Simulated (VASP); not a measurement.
Here is the system:

```
ZrS2
1.0
    1.84526    -3.19609     0.00000
    1.84526     3.19609     0.00000
    0.00000     0.00000     6.04162
Zr S
1 2
Direct
  0.00000   0.00000   0.00000
  0.33333   0.66667   0.23785
  0.66667   0.33333   0.76215
```

All values below come from r2SCAN meta-GGA, VASP's PBE PAW potentials (set 64) (plane waves; VASP). Settings: 400 eV cut-off, 8×8×4 Γ-centred mesh, tetrahedra with Blöchl corrections, potentials Zr_sv S.

The path is coarsely sampled, so an indirect gap can come out somewhat too large.

Task: Predict the energy per atom (σ→0), band gap (over mesh and band path) with the smallest direct gap where there is one.

Result: 
```yaml
band gap (over mesh and band path): 1.34 eV
smallest direct gap (over mesh and band path): 1.96 eV
energy per atom (σ→0): -14.721 eV/atom
```

Only differences to runs with the same potentials and settings are physical.

The compound is ZrS2 in the 1T layered structure. It was relaxed first, which changed the volume by +6 %.
